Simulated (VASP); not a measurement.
Calculation: r2SCAN meta-GGA, VASP's PBE PAW potentials (set 64) (plane waves; VASP).

VASP ran on this input.

**INCAR**
```
ALGO  =  Normal
DIPOL  =  0.5 0.5 0.5
EDIFF  =  1E-6
ENCUT  =  400
IDIPOL  =  3
ISMEAR  =  0
LASPH  =  T
LCHARG  =  F
LDIPOL  =  T
LMAXMIX  =  4
LMIXTAU  =  T
LORBIT  =  11
LREAL  =  F
LVHAR  =  T
LWAVE  =  F
METAGGA  =  R2SCAN
NELM  =  100
NELMIN  =  4
PREC  =  Normal
SIGMA  =  0.05
SYSTEM  =  BaTe(110) slab
```

### POSCAR
```
BaTe(110) slab
1
    5.0110784226     0.0000000000     0.0000000000
    0.0000000000     7.0867357378     0.0000000000
    0.0000000000     0.0000000000    25.2080201528
Ba Te
4 4
Direct
  0.0000000000   0.0000000000   0.3592966101
  0.5000000000   0.5000000000   0.4443106067
  0.0000000000   0.0000000000   0.5556893933
  0.5000000000   0.5000000000   0.6407033899
  0.5000000000   0.0000000000   0.4496220752
  0.0000000000   0.5000000000   0.3516458185
  0.5000000000   0.0000000000   0.6483541815
  0.0000000000   0.5000000000   0.5503779248
```

### KPOINTS
```
Automatic mesh
0
gamma
 4 3 1
0 0 0
```

POTCAR, in this order: Ba_sv Te (PBE.64 set). Program: vasp_std. Read from the step before: WAVECAR.

The run wrote:

File OUTCAR:
```
 ion  position               nearest neighbor table
   1  0.000  0.000  0.359-   5 3.39   5 3.39   6 3.55   6 3.55
   2  0.500  0.500  0.444-   6 3.43   6 3.43   5 3.55   5 3.55   8 3.66   8 3.66
   3  0.000  0.000  0.556-   7 3.43   7 3.43   8 3.55   8 3.55   5 3.66   5 3.66
   4  0.500  0.500  0.641-   8 3.39   8 3.39   7 3.55   7 3.55
   5  0.500  0.000  0.450-   1 3.39   1 3.39   2 3.55   2 3.55   3 3.66   3 3.66
   6  0.000  0.500  0.352-   2 3.43   2 3.43   1 3.55   1 3.55
   7  0.500  0.000  0.648-   3 3.43   3 3.43   4 3.55   4 3.55
   8  0.000  0.500  0.550-   4 3.39   4 3.39   3 3.55   3 3.55   2 3.66   2 3.66
  LATTYP: Found a simple orthorhombic cell.
 ALAT       =     5.0110784226
 B/A-ratio  =     1.4142136962
 C/A-ratio  =     5.0304581224
 Subroutine PRICEL returns:
 Original cell was already a primitive cell.
 Subroutine GETGRP returns: Found  8 space group operations
The static configuration has the point symmetry C_2v.
 The point group associated with its full space group is D_2h.
The dynamic configuration has the point symmetry C_2v.
 Subroutine INISYM returns: Found  8 space group operations
 Subroutine IBZKPT returns following result:
 Found      6 irreducible k-points:

 Following reciprocal coordinates:
            Coordinates               Weight
  0.000000  0.000000  0.000000      1.000000
  0.250000  0.000000  0.000000      2.000000
  0.500000  0.000000  0.000000      1.000000
  0.000000  0.333333  0.000000      2.000000
  0.250000  0.333333  0.000000      4.000000
  0.500000  0.333333  0.000000      2.000000
   k-points           NKPTS =      6   k-points in BZ     NKDIM =      6   number of bands    NBANDS=     38
   number of dos      NEDOS =    301   number of ions     NIONS =      8
   total plane-waves  NPLWV = 127008
   dimension x,y,z NGX =    28 NGY =   36 NGZ =  126
   dimension x,y,z NGXF=    56 NGYF=   72 NGZF=  252
   ions per type =               4   4
   PREC   = normal    normal or accurate (medium, high low for compatibility)
   ISTART =      1    job   : 0-new  1-cont  2-samecut
   ICHARG =      0    charge: 1-file 2-atom 10-const
   ISPIN  =      1    spin polarized calculation?
   LNONCOLLINEAR =      F non collinear calculations
   LSORBIT =      F    spin-orbit coupling
   INIWAV =      1    electr: 0-lowe 1-rand  2-diag
   ENCUT  =  400.0 eV  29.40 Ry    5.42 a.u.   8.17 11.56 41.11*2*pi/ulx,y,z
   NELM   =    100;   NELMIN=  4; NELMDL=  0     # of ELM steps
   EDIFF  = 0.1E-05   stopping-criterion for ELM
   LREAL  =      F    real-space projection
   NLSPLINE    = F    spline interpolate recip. space projectors
   LMAXMIX     =    4 max onsite mixed and CHGCAR
   VOSKOWN=      0    Vosko Wilk Nusair interpolation
   EDIFFG = 0.1E-04   stopping-criterion for IOM
   NSW    =      0    number of steps for IOM
   NBLOCK =      1;   KBLOCK =      1    inner block; outer block
   IBRION =     -1    ionic relax: 0-MD 1-quasi-New 2-CG
   NFREE  =      0    steps in history (QN), initial steepest desc. (CG)
   ISIF   =      2    stress and relaxation
   ISYM   =      2    0-nonsym 1-usesym 2-fastsym
   TEIN   =    0.0    initial temperature
   TEBEG  =    0.0;   TEEND  =   0.0 temperature during run
   SMASS  =  -3.00    Nose mass-parameter (am)
   PSTRESS=    0.0 pullay stress
   NELECT =      64.0000    total number of electrons
   EFERMI =   0.00;   METHOD = LEGACY
   ISMEAR =     0;   SIGMA  =   0.05  broadening in eV -4-tet -1-fermi 0-gaus
   IALGO  =     38    algorithm
   LDIAG  =      T    sub-space diagonalisation (order eigenvalues)
   IMIX   =      4    mixing-type and parameters
     AMIX     =   0.40;   BMIX     =  1.00
     AMIX_MAG =   1.60;   BMIX_MAG =  1.00
     AMIN     =   0.10
   METAGGA = R2SCAN    functional components
   VOSKOWN =     0    Vosko Wilk Nusair interpolation
   LHFCALC =     F    Hartree Fock is set to
   LHFONE  =     F    Hartree Fock one center treatment
...
```

OSZICAR:
```
       N       E                     dE             d eps       ncg     rms          rms(c)
DAV:   1    -0.221674609355E+03   -0.22167E+03   -0.27953E-05   420   0.241E-02    0.708E-04
DAV:   2    -0.221674609369E+03   -0.14050E-07   -0.82029E-07   370   0.482E-03    0.497E-04
DAV:   3    -0.221674609341E+03    0.28060E-07   -0.34630E-07   314   0.358E-03    0.396E-04
DAV:   4    -0.221674609391E+03   -0.49814E-07   -0.24367E-07   288   0.320E-03
   1 F= -.22167461E+03 E0= -.22167461E+03  d E =-.219324E-11
```

**OUTCAR**
```
------------------------ aborting loop because EDIFF is reached ----------------------------------------
  FORCE on cell =-STRESS in cart. coord.  units (eV):
  Direction    XX          YY          ZZ          XY          YZ          ZX
  --------------------------------------------------------------------------------------
  Total        2.3776074     -4.7973966      0.0574557      0.0000000      0.0000000      0.0000000
  in kB        4.2553428     -8.5861809      0.1028318      0.0000000      0.0000000      0.0000000
  external PRESSURE =      -1.4093354 kB  Pullay stress =       0.0000000 kB
  volume of cell :      895.19
      direct lattice vectors                 reciprocal lattice vectors
     5.011078423  0.000000000  0.000000000     0.199557843  0.000000000  0.000000000
     0.000000000  7.086735738  0.000000000     0.000000000  0.141108691  0.000000000
     0.000000000  0.000000000 25.208020153     0.000000000  0.000000000  0.039669914
 POSITION                                       TOTAL-FORCE (eV/Angst)
 -----------------------------------------------------------------------------------
      0.00000      0.00000      9.05716         0.000000      0.000000     -0.001464
      2.50554      3.54337     11.20019         0.000000      0.000000      0.029976
      0.00000      0.00000     14.00783         0.000000      0.000000     -0.029976
      2.50554      3.54337     16.15086         0.000000      0.000000      0.001464
      2.50554      0.00000     11.33408         0.000000      0.000000      0.012681
      0.00000      3.54337      8.86429         0.000000      0.000000     -0.024691
      2.50554      0.00000     16.34373         0.000000      0.000000      0.024691
      0.00000      3.54337     13.87394         0.000000      0.000000     -0.012681
 -----------------------------------------------------------------------------------
    total drift:                               -0.000000     -0.000000      0.000000
  FREE ENERGIE OF THE ION-ELECTRON SYSTEM (eV)
  ---------------------------------------------------
  free  energy   TOTEN  =      -221.6746093910 eV

  energy  without entropy=     -221.6746093910  energy(sigma->0) =     -221.67460939

 total charge

# of ion       s       p       d       tot
------------------------------------------
    1        2.018   5.609   0.244   7.871
    2        2.018   5.622   0.243   7.883
    3        2.018   5.622   0.243   7.883
    4        2.018   5.609   0.244   7.871
    5        1.344   2.175   0.003   3.523
    6        1.346   2.132   0.003   3.480
    7        1.346   2.132   0.003   3.480
    8        1.344   2.175   0.003   3.523
--------------------------------------------------
tot         13.453  31.076   0.986  45.515
```
(Selected blocks of OUTCAR.)

The cell is a thin slab with vacuum, built from BaTe (rock salt): (110) face.
